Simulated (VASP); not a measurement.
Level of theory: LDA (Ceperley-Alder, Perdew-Zunger), VASP's LDA PAW potentials (set 64) (plane waves; VASP).

Input for VASP

### INCAR
```
SYSTEM = LaCu2
PREC = Accurate; ENCUT = 300; LREAL = .False.
LASPH = .True.
EDIFF = 1E-8; NELM = 100; ALGO = Normal
LMAXMIX = 6
ISMEAR = -1; SIGMA = 0.1
IBRION = 8; NSW = 1; ISIF = 2
LWAVE = .False.; LCHARG = .False.
LEPSILON = .False.
```

**POSCAR**
```
LaCu2
4.3450
  1.0000000000   0.0000000000   0.0000000000
 -0.5000000000   0.8660253165   0.0000000000
  0.0000000000   0.0000000000   0.8789413119
La Cu
1 2
Cart
  0.0000000000   0.0000000000   0.0000000000
 -0.0000005000   0.5773504996   0.4394706559
  0.5000005000   0.2886748168   0.4394706559
```

File KPOINTS:
```
K-points
0
G
 6 6 6
0 0 0
```

POTCAR, in this order: La Cu (LDA.64 set). Program: vasp_std.

The resulting files:

OUTCAR:
```
 ion  position               nearest neighbor table
   1  0.000  0.000  0.000-   2 3.15   3 3.15   2 3.15   3 3.15   2 3.15   2 3.15   3 3.15   3 3.15
                             3 3.15   3 3.15   2 3.15   2 3.15
   2  0.333  0.667  0.500-   3 2.51   3 2.51   3 2.51   1 3.15   1 3.15   1 3.15   1 3.15   1 3.15
                             1 3.15
   3  0.667  0.333  0.500-   2 2.51   2 2.51   2 2.51   1 3.15   1 3.15   1 3.15   1 3.15   1 3.15
                             1 3.15
  LATTYP: Found a hexagonal cell.
 ALAT       =     4.3450000000
 C/A-ratio  =     0.8789413119
 Subroutine PRICEL returns:
 Original cell was already a primitive cell.
 Subroutine GETGRP returns: Found 24 space group operations
The static configuration has the point symmetry D_6h.
The dynamic configuration has the point symmetry D_6h.
 Subroutine INISYM returns: Found 24 space group operations
 Subroutine IBZKPT returns following result:
 Found     28 irreducible k-points:

 Following reciprocal coordinates:
            Coordinates               Weight
  0.000000  0.000000  0.000000      1.000000
  0.166667  0.000000  0.000000      6.000000
  0.333333 -0.000000  0.000000      6.000000
  0.500000 -0.000000  0.000000      3.000000
  0.166667  0.166667  0.000000      6.000000
  0.333333  0.166667  0.000000     12.000000
  0.333333  0.333333  0.000000      2.000000
  0.000000  0.000000  0.166667      2.000000
  0.166667  0.000000  0.166667     12.000000
  0.333333 -0.000000  0.166667     12.000000
  0.500000 -0.000000  0.166667      6.000000
  0.166667  0.166667  0.166667     12.000000
  0.333333  0.166667  0.166667     24.000000
  0.333333  0.333333  0.166667      4.000000
  0.000000  0.000000  0.333333      2.000000
  0.166667  0.000000  0.333333     12.000000
  0.333333 -0.000000  0.333333     12.000000
  0.500000 -0.000000  0.333333      6.000000
  0.166667  0.166667  0.333333     12.000000
  0.333333  0.166667  0.333333     24.000000
  0.333333  0.333333  0.333333      4.000000
  0.000000  0.000000  0.500000      1.000000
  0.166667  0.000000  0.500000      6.000000
  0.333333 -0.000000  0.500000      6.000000
  0.500000 -0.000000  0.500000      3.000000
  0.166667  0.166667  0.500000      6.000000
  0.333333  0.166667  0.500000     12.000000
  0.333333  0.333333  0.500000      2.000000
 Subroutine IBZKPT_HF returns following result:
   k-points           NKPTS =     28   k-points in BZ     NKDIM =     28   number of bands    NBANDS=     20
   number of dos      NEDOS =    301   number of ions     NIONS =      3
   total plane-waves  NPLWV =  18816
   dimension x,y,z NGX =    28 NGY =   28 NGZ =   24
   dimension x,y,z NGXF=    56 NGYF=   56 NGZF=   48
   ions per type =               1   2
   PREC   = accura    normal or accurate (medium, high low for compatibility)
   ISTART =      0    job   : 0-new  1-cont  2-samecut
   ICHARG =      2    charge: 1-file 2-atom 10-const
   ISPIN  =      1    spin polarized calculation?
   LNONCOLLINEAR =      F non collinear calculations
   LSORBIT =      F    spin-orbit coupling
   INIWAV =      1    electr: 0-lowe 1-rand  2-diag
   ENCUT  =  300.0 eV  22.05 Ry    4.70 a.u.   6.14  6.14  5.39*2*pi/ulx,y,z
   NELM   =    100;   NELMIN=  2; NELMDL= -5     # of ELM steps
   EDIFF  = 0.1E-07   stopping-criterion for ELM
   LREAL  =      F    real-space projection
   NLSPLINE    = F    spline interpolate recip. space projectors
   LMAXMIX     =    6 max onsite mixed and CHGCAR
   VOSKOWN=      0    Vosko Wilk Nusair interpolation
   EDIFFG = 0.1E-06   stopping-criterion for IOM
   NSW    =      1    number of steps for IOM
   NBLOCK =      1;   KBLOCK =      1    inner block; outer block
   IBRION =      8    ionic relax: 0-MD 1-quasi-New 2-CG
   NFREE  =      0    steps in history (QN), initial steepest desc. (CG)
...
```

OSZICAR:
```
...
RMM:   4    -0.261373669556E+00   -0.10132E-02   -0.13790E-02  4541   0.406E-01    0.348E-02
RMM:   5    -0.262533559750E+00   -0.11599E-02   -0.97683E-03  4269   0.270E-01    0.204E-02
RMM:   6    -0.263310783563E+00   -0.77722E-03   -0.69187E-03  4936   0.192E-01    0.184E-02
RMM:   7    -0.263928963794E+00   -0.61818E-03   -0.54990E-03  4530   0.144E-01    0.682E-03
RMM:   8    -0.264317076815E+00   -0.38811E-03   -0.31670E-03  4115   0.120E-01    0.391E-03
RMM:   9    -0.264484578973E+00   -0.16750E-03   -0.23375E-03  4863   0.845E-02    0.861E-03
RMM:  10    -0.264301029727E+00    0.18355E-03   -0.13156E-03  4435   0.766E-02    0.395E-02
RMM:  11    -0.264499732953E+00   -0.19870E-03   -0.98636E-04  4114   0.569E-02    0.242E-02
RMM:  12    -0.264638237268E+00   -0.13850E-03   -0.54237E-04  4558   0.450E-02    0.162E-02
RMM:  13    -0.264698188976E+00   -0.59952E-04   -0.37006E-04  4995   0.301E-02    0.150E-02
RMM:  14    -0.264718116455E+00   -0.19927E-04   -0.20770E-04  4953   0.224E-02    0.153E-02
RMM:  15    -0.264702013043E+00    0.16103E-04   -0.14305E-04  4333   0.161E-02    0.196E-02
RMM:  16    -0.264805189227E+00   -0.10318E-03   -0.92895E-05  5171   0.193E-02    0.965E-03
RMM:  17    -0.264881326945E+00   -0.76138E-04   -0.64711E-05  5392   0.148E-02    0.265E-03
RMM:  18    -0.264920535058E+00   -0.39208E-04   -0.39157E-05  4947   0.105E-02    0.108E-03
RMM:  19    -0.264906128092E+00    0.14407E-04   -0.26165E-05  4547   0.673E-03    0.101E-03
RMM:  20    -0.264913040366E+00   -0.69123E-05   -0.16752E-05  4816   0.513E-03    0.357E-04
RMM:  21    -0.264913865572E+00   -0.82521E-06   -0.12311E-05  4927   0.405E-03    0.291E-04
RMM:  22    -0.264926502196E+00   -0.12637E-04   -0.81723E-06  4430   0.411E-03    0.939E-04
RMM:  23    -0.264927348179E+00   -0.84598E-06   -0.62099E-06  4927   0.305E-03    0.848E-04
RMM:  24    -0.264927649332E+00   -0.30115E-06   -0.42741E-06  4831   0.267E-03    0.781E-04
RMM:  25    -0.264927527051E+00    0.12228E-06   -0.33406E-06  4853   0.237E-03    0.672E-04
RMM:  26    -0.264922402606E+00    0.51244E-05   -0.24026E-06  4775   0.245E-03    0.428E-05
RMM:  27    -0.264921553838E+00    0.84877E-06   -0.18902E-06  4907   0.210E-03    0.115E-04
RMM:  28    -0.264921387012E+00    0.16683E-06   -0.14425E-06  4904   0.197E-03    0.172E-04
RMM:  29    -0.264921630297E+00   -0.24329E-06   -0.10958E-06  4862   0.186E-03    0.184E-04
RMM:  30    -0.264921547135E+00    0.83161E-07   -0.87640E-07  4971   0.180E-03    0.219E-04
RMM:  31    -0.264921582228E+00   -0.35092E-07   -0.62251E-07  5036   0.173E-03    0.235E-04
RMM:  32    -0.264921627997E+00   -0.45769E-07   -0.56461E-07  5082   0.169E-03    0.250E-04
RMM:  33    -0.264921683762E+00   -0.55766E-07   -0.34081E-07  5089   0.165E-03    0.259E-04
 Linear response progress:
  Degree of freedom:   2/  4
       N       E                     dE             d eps       ncg     rms          rms(c)
RMM:   1    -0.283367705205E+00   -0.28337E+00    0.33238E-02  1493   0.124E+01
RMM:   2    -0.248840013692E+00    0.34528E-01   -0.83177E-02  1782   0.210E+00    0.107E-01
RMM:   3    -0.251376854110E+00   -0.25368E-02   -0.38500E-02  2270   0.866E-01    0.499E-02
RMM:   4    -0.252186044532E+00   -0.80919E-03   -0.95359E-03  2280   0.340E-01    0.396E-02
RMM:   5    -0.253165376949E+00   -0.97933E-03   -0.58969E-03  2084   0.212E-01    0.245E-02
RMM:   6    -0.253699409356E+00   -0.53403E-03   -0.37269E-03  2452   0.129E-01    0.171E-02
RMM:   7    -0.254043129164E+00   -0.34372E-03   -0.28303E-03  2207   0.924E-02    0.920E-03
RMM:   8    -0.254421066493E+00   -0.37794E-03   -0.16025E-03  2057   0.747E-02    0.432E-03
RMM:   9    -0.254415630706E+00    0.54358E-05   -0.11417E-03  2196   0.513E-02    0.850E-03
RMM:  10    -0.254556028023E+00   -0.14040E-03   -0.71854E-04  2308   0.458E-02    0.636E-03
RMM:  11    -0.254474635956E+00    0.81392E-04   -0.39812E-04  2127   0.302E-02    0.893E-03
RMM:  12    -0.254481624660E+00   -0.69887E-05   -0.23242E-04  2544   0.184E-02    0.114E-02
RMM:  13    -0.254484871907E+00   -0.32472E-05   -0.12918E-04  2468   0.126E-02    0.131E-02
RMM:  14    -0.254486025708E+00   -0.11538E-05   -0.67827E-05  2401   0.881E-03    0.144E-02
RMM:  15    -0.254490933793E+00   -0.49081E-05   -0.34581E-05  2349   0.638E-03    0.146E-02
RMM:  16    -0.254484655799E+00    0.62780E-05   -0.17526E-05  2237   0.511E-03    0.158E-02
RMM:  17    -0.254492868120E+00   -0.82123E-05   -0.84818E-06  2275   0.390E-03    0.152E-02
 Linear response progress:
  Degree of freedom:   3/  4
       N       E                     dE             d eps       ncg     rms          rms(c)
RMM:   1    -0.245145384844E+00   -0.24515E+00   -0.13507E-01  4841   0.458E+00
RMM:   2    -0.243634344704E+00    0.15110E-02   -0.81018E-03  4366   0.128E+00    0.111E-01
RMM:   3    -0.243937551126E+00   -0.30321E-03   -0.18394E-03  5253   0.445E-01    0.771E-02
RMM:   4    -0.244231348465E+00   -0.29380E-03   -0.31224E-04  5411   0.157E-01    0.623E-03
RMM:   5    -0.244290996690E+00   -0.59648E-04   -0.13031E-04  6987   0.637E-02    0.697E-03
RMM:   6    -0.244279413920E+00    0.11583E-04   -0.18264E-05  7158   0.241E-02    0.262E-03
RMM:   7    -0.244283131158E+00   -0.37172E-05   -0.29033E-06  5712   0.149E-02    0.152E-03
RMM:   8    -0.244286706683E+00   -0.35755E-05   -0.15554E-06  7215   0.865E-03    0.163E-03
RMM:   9    -0.244280897537E+00    0.58091E-05   -0.81395E-07  8017   0.456E-03    0.625E-04
RMM:  10    -0.244275720128E+00    0.51774E-05   -0.23735E-07  7413   0.309E-03    0.401E-04
RMM:  11    -0.244277044684E+00   -0.13246E-05   -0.77876E-08  7476   0.197E-03    0.145E-04
RMM:  12    -0.244277213946E+00   -0.16926E-06   -0.36930E-08  7966   0.138E-03    0.606E-05
RMM:  13    -0.244277087535E+00    0.12641E-06   -0.18878E-08  7574   0.116E-03    0.563E-05
RMM:  14    -0.244277000505E+00    0.87030E-07   -0.37887E-08  8082   0.995E-04    0.364E-05
RMM:  15    -0.244277094227E+00   -0.93721E-07   -0.16552E-08  7709   0.992E-04    0.199E-05
RMM:  16    -0.244277111606E+00   -0.17380E-07   -0.30626E-08  8350   0.930E-04    0.180E-05
RMM:  17    -0.244277118977E+00   -0.73710E-08   -0.14719E-08  8150   0.943E-04    0.189E-05
 Linear response progress:
  Degree of freedom:   4/  4
       N       E                     dE             d eps       ncg     rms          rms(c)
RMM:   1    -0.243439309164E+00   -0.24344E+00   -0.13136E-01  1989   0.450E+00
RMM:   2    -0.242813141631E+00    0.62617E-03   -0.94023E-03  1925   0.118E+00    0.118E-01
RMM:   3    -0.243012483124E+00   -0.19934E-03   -0.10978E-03  2204   0.361E-01    0.774E-02
RMM:   4    -0.243406618909E+00   -0.39414E-03   -0.53444E-04  2403   0.183E-01    0.145E-02
RMM:   5    -0.243374180905E+00    0.32438E-04   -0.10811E-04  2775   0.592E-02    0.706E-03
RMM:   6    -0.243387333693E+00   -0.13153E-04   -0.20754E-05  2675   0.321E-02    0.368E-03
RMM:   7    -0.243398065684E+00   -0.10732E-04   -0.49489E-06  2322   0.236E-02    0.140E-03
RMM:   8    -0.243399318986E+00   -0.12533E-05   -0.51902E-06  3231   0.108E-02    0.953E-04
RMM:   9    -0.243395492155E+00    0.38268E-05   -0.81493E-07  3055   0.502E-03    0.694E-04
RMM:  10    -0.243388450199E+00    0.70420E-05   -0.16533E-07  2800   0.343E-03    0.520E-04
RMM:  11    -0.243390707203E+00   -0.22570E-05   -0.16729E-07  2506   0.299E-03    0.109E-04
RMM:  12    -0.243391357792E+00   -0.65059E-06   -0.10253E-07  3360   0.159E-03    0.143E-04
RMM:  13    -0.243391296311E+00    0.61481E-07   -0.31708E-08  3017   0.127E-03    0.528E-05
RMM:  14    -0.243391132078E+00    0.16423E-06   -0.21800E-08  3188   0.982E-04    0.427E-05
RMM:  15    -0.243391252906E+00   -0.12083E-06   -0.30184E-08  2995   0.945E-04    0.235E-05
RMM:  16    -0.243391261919E+00   -0.90127E-08   -0.24568E-08  3352   0.830E-04    0.255E-05
 Linear response finished
```

### OUTCAR
```
------------------------ aborting loop because EDIFF is reached ----------------------------------------

   1 f  =    4.874537 THz    30.627619 2PiTHz  162.597049 cm-1    20.159456 meV
             X         Y         Z           dx          dy          dz
      0.000000  0.000000  0.000000     0.000000    0.000000   -0.000000
     -0.000002  2.508588  1.909500     0.707107    0.000000    0.000000
      2.172502  1.254292  1.909500    -0.707107   -0.000000   -0.000000

   2 f  =    4.874536 THz    30.627615 2PiTHz  162.597032 cm-1    20.159454 meV
             X         Y         Z           dx          dy          dz
      0.000000  0.000000  0.000000    -0.000000   -0.000000   -0.000000
     -0.000002  2.508588  1.909500     0.000000   -0.707107   -0.000000
      2.172502  1.254292  1.909500    -0.000000    0.707107    0.000000

   3 f  =    3.374013 THz    21.199550 2PiTHz  112.544965 cm-1    13.953791 meV
             X         Y         Z           dx          dy          dz
      0.000000  0.000000  0.000000    -0.000000   -0.000000    0.000000
     -0.000002  2.508588  1.909500     0.000000    0.000000   -0.707107
      2.172502  1.254292  1.909500     0.000000    0.000000    0.707107

   4 f  =    3.306222 THz    20.773607 2PiTHz  110.283704 cm-1    13.673430 meV
             X         Y         Z           dx          dy          dz
      0.000000  0.000000  0.000000    -0.000000   -0.000000    0.672098
     -0.000002  2.508588  1.909500     0.000000    0.000000   -0.523586
      2.172502  1.254292  1.909500     0.000000    0.000000   -0.523586

   5 f  =    3.245088 THz    20.389490 2PiTHz  108.244487 cm-1    13.420600 meV
             X         Y         Z           dx          dy          dz
      0.000000  0.000000  0.000000    -0.691445   -0.000000   -0.000000
     -0.000002  2.508588  1.909500     0.510835    0.000000    0.000000
      2.172502  1.254292  1.909500     0.510835    0.000000    0.000000

   6 f  =    3.245088 THz    20.389488 2PiTHz  108.244476 cm-1    13.420599 meV
             X         Y         Z           dx          dy          dz
      0.000000  0.000000  0.000000     0.000000   -0.691445   -0.000000
     -0.000002  2.508588  1.909500    -0.000000    0.510835    0.000000
      2.172502  1.254292  1.909500    -0.000000    0.510835    0.000000

   7 f/i=    0.000950 THz     0.005966 2PiTHz    0.031675 cm-1     0.003927 meV
             X         Y         Z           dx          dy          dz
      0.000000  0.000000  0.000000    -0.001364    0.722428   -0.000000
     -0.000002  2.508588  1.909500    -0.000923    0.488925   -0.000000
      2.172502  1.254292  1.909500    -0.000923    0.488925   -0.000000

   8 f/i=    0.000950 THz     0.005966 2PiTHz    0.031675 cm-1     0.003927 meV
             X         Y         Z           dx          dy          dz
      0.000000  0.000000  0.000000    -0.722428   -0.001364   -0.000000
     -0.000002  2.508588  1.909500    -0.488925   -0.000923   -0.000000
      2.172502  1.254292  1.909500    -0.488925   -0.000923   -0.000000

   9 f/i=    0.086498 THz     0.543484 2PiTHz    2.885266 cm-1     0.357727 meV
             X         Y         Z           dx          dy          dz
      0.000000  0.000000  0.000000    -0.000000    0.000000    0.740462
     -0.000002  2.508588  1.909500    -0.000000    0.000000    0.475245
      2.172502  1.254292  1.909500    -0.000000    0.000000    0.475245

 ELASTIC MODULI CONTR FROM IONIC RELAXATION (kBar)
 Direction    XX          YY          ZZ          XY          YZ          ZX
 --------------------------------------------------------------------------------
 XX         -40.7339     40.7338      0.0000      0.0000      0.0000     -0.0000
 YY          40.7338    -40.7338      0.0000     -0.0000     -0.0000      0.0000
 ZZ           0.0000      0.0000      0.0000      0.0000      0.0000      0.0000
 XY           0.0000     -0.0000      0.0000    -40.7338      0.0000     -0.0000
 YZ           0.0000     -0.0000      0.0000      0.0000     -0.0000      0.0000
 ZX          -0.0000      0.0000      0.0000     -0.0000      0.0000     -0.0000
 --------------------------------------------------------------------------------
```
(Selected blocks of OUTCAR.)

At this cut-off the stress carries a Pulay error, which pulls relaxed volumes low.

The structure comes from a measured LaCu2 entry of the Crystallography Open Database, whose conditions weren't checked. The cell was not relaxed at this level. The run is one of a series of settings (EDIFF = 1E-8, IBRION = 8, LEPSILON = .FALSE., NSW = 1 against the base run), some of them coarse on purpose. The electron count is odd and the run is not spin-polarised, which forces a metal.
